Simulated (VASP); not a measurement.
An input for Ansatz (written as the equivalent of a VASP run, and not itself run):

Ansatz 0.2 input:
```yaml
crystal:
  lattice:
    - [3.4622795, -1.9969540, -0.0678481]
    - [3.4622795, 1.9969540, -0.0678481]
    - [2.3748153, 0.0000000, 3.2155921]
  atoms:
    - { symbol: Sb, position: [0.2500592, 0.2500592, 0.2500592] }
    - { symbol: Sb, position: [0.7499408, 0.7499408, 0.7499408] }
kpoints:
  mp_grid: { grid: [11, 11, 11] }
hamiltonian:
  xc: r2scan
  pseudopotentials: { kind: paw }
scf:
  occupations: { method: methfessel_paxton, width: 0.1 }
  max_iter: 100
relax:
  max_steps: 40
  f_tol: 0.02
  cell: { p_target: 30 }
output: { forces: true, stress: true, eigenvalues: true }
```

Translate this input to VASP (INCAR, KPOINTS, POSCAR, choice of POTCAR).

Several could match; the one computed here: 
**KPOINTS**
```
Automatic mesh
0
Gamma
11 11 11
0 0 0
```

POSCAR:
```
Sb
1.0
  3.4622794740  -1.9969539672  -0.0678480726
  3.4622794740   1.9969539672  -0.0678480726
  2.3748152918   0.0000000000   3.2155921179
Sb
2
Cartesian
  2.3253944348   0.0000000000   0.7701564466
  6.9739798050  -0.0000000000   2.3097395261
```

### INCAR
```
ALGO=Normal
EDIFF=1E-6
EDIFFG=-0.02
ENCUT=500
IBRION=2
ISIF=3
ISMEAR=1
LASPH=.True.
LCHARG=.False.
LMAXMIX=4
LMIXTAU=.True.
LREAL=.False.
LWAVE=.False.
METAGGA=R2SCAN
NELM=100
NSW=40
PREC=Accurate
PSTRESS=300
SIGMA=0.1
SYSTEM=Sb
```

POTCAR, in this order: Sb (PBE.64 set). Program: vasp_std.

The two are equivalent in intent, not identical: each code has its own PAW files, so the cut-off isn't converted (ENCUT is set for VASP's; basis.ecutwfc is left out, and Ansatz then takes the one that its files recommend); Ansatz stops its SCF on the density residual and VASP on the energy change (EDIFF).

The compound is Sb in the a7 structure. It was relaxed first under an external pressure of 30 GPa.
